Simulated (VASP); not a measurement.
An input for Quantum ESPRESSO's pw.x (written as the equivalent of a VASP run, and not itself run):

```
&CONTROL
  calculation = 'vc-relax'
  pseudo_dir = './pseudo'
  outdir = './out'
  tprnfor = .true.
  tstress = .true.
  nstep = 60
  forc_conv_thr = 0.00078
/
&SYSTEM
  ibrav = 0
  nat = 3
  ntyp = 2
  ecutwfc = 86
  occupations = 'smearing'
  smearing = 'gaussian'
  degauss = 0.003675
  input_dft = 'pbesol'
/
&ELECTRONS
  conv_thr = 7.3e-08
  electron_maxstep = 100
/
&IONS
/
&CELL
/
ATOMIC_SPECIES
  Sn 118.710 Sn.upf
  Se 78.971 Se.upf
CELL_PARAMETERS angstrom
     3.8335786    0.0000000   -0.0000000
    -1.9167893    3.3199767    0.0000000
     0.0000000   -0.0000000    6.2410854
ATOMIC_POSITIONS crystal
  Sn   1.0000000  0.0000000  0.0000000
  Se   0.3333330  0.6666670  0.2527087
  Se   0.6666670  0.3333330  0.7472913
K_POINTS automatic
  6 6 3 0 0 0
```

**Question.** Write the VASP files for the same calculation (PBEsol).

**Answer.** Several could match; the one computed here: 
**INCAR**
```
! general
SYSTEM   =  SnSe2
PREC     =  Accurate
ENCUT    =  480
LREAL    =  F
LASPH    =  T

! electronic loop
EDIFF    =  1E-6
NELM     =  100
ALGO     =  Normal
LMAXMIX  =  4

! smearing
ISMEAR   =  0
SIGMA    =  0.05

! functional
GGA      =  PS

! ions
IBRION   =  2
NSW      =  60
ISIF     =  3
EDIFFG   =  -0.02

! output
LWAVE    =  F
LCHARG   =  F
```

### KPOINTS
```
Automatic mesh
0
gamma
 6 6 3
```

**POSCAR**
```
SnSe2
1
    3.8335786301     0.0000000000    -0.0000000000
   -1.9167893150     3.3199766965     0.0000000000
    0.0000000000    -0.0000000000     6.2410854112
Sn Se
1 2
Direct
  1.0000000000   0.0000000000   0.0000000000
  0.3333330000   0.6666670000   0.2527086819
  0.6666670000   0.3333330000   0.7472913181
```

POTCAR, in this order: Sn_d Se (PBE.64 set). Program: vasp_std.

The two are equivalent in intent, not identical: the potentials are each code's own (VASP's PAW set, PseudoDojo norm-conserving files in pw.x), so ENCUT and ecutwfc are chosen apart and not converted; conv_thr bounds pw.x's estimated SCF error, while EDIFF bounds the energy change between steps; forc_conv_thr acts on force components and is met together with etot_conv_thr.

The compound is SnSe2 in the 1T layered structure. This run relaxes it. Symmetry was kept, so distortions that lower it aren't found. The start is the result of an earlier pass.
